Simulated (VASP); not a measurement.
```
CELL_PARAMETERS angstrom
      4.48517     0.00000     0.00000
      0.00000     4.48517     0.00000
      0.00000     0.00000     2.99600
ATOMIC_POSITIONS crystal
  Mg 0.00000 0.00000 0.00000
  Mg 0.50000 0.50000 0.50000
  H  0.30430 0.30430 0.00000
  H  0.80430 0.19570 0.50000
  H  0.19570 0.80430 0.50000
  H  0.69570 0.69570 0.00000
```

Computed with SCAN meta-GGA, VASP's PBE PAW potentials (set 64) (plane waves; VASP). Numerical set-up: 520 eV cut-off, 5×5×7 Γ-centred mesh, Gaussian smearing of 0.050 eV, potentials Mg H.

Q: The ions, cell shape and volume are relaxed. Which structure does the run end with?

A: 
```
CELL_PARAMETERS angstrom
      4.46576     0.00000     0.00000
      0.00000     4.46576     0.00000
      0.00000     0.00000     2.97874
ATOMIC_POSITIONS crystal
  Mg 0.00000 0.00000 0.00000
  Mg 0.50000 0.50000 0.50000
  H  0.30460 0.30460 0.00000
  H  0.80460 0.19540 0.50000
  H  0.19540 0.80460 0.50000
  H  0.69540 0.69540 0.00000
```
Space group P4_2/mnm (136), at a tolerance of 0.03 Å.

Q: How do energy and volume change from the first to the last step?

A: The energy (σ→0) changes by -0.4 meV/atom and the volume by -1.4 %, in 3 ionic steps.

The compound is MgH2 in the rutile structure. This run relaxes it. Symmetry was kept, so distortions that lower it aren't found.
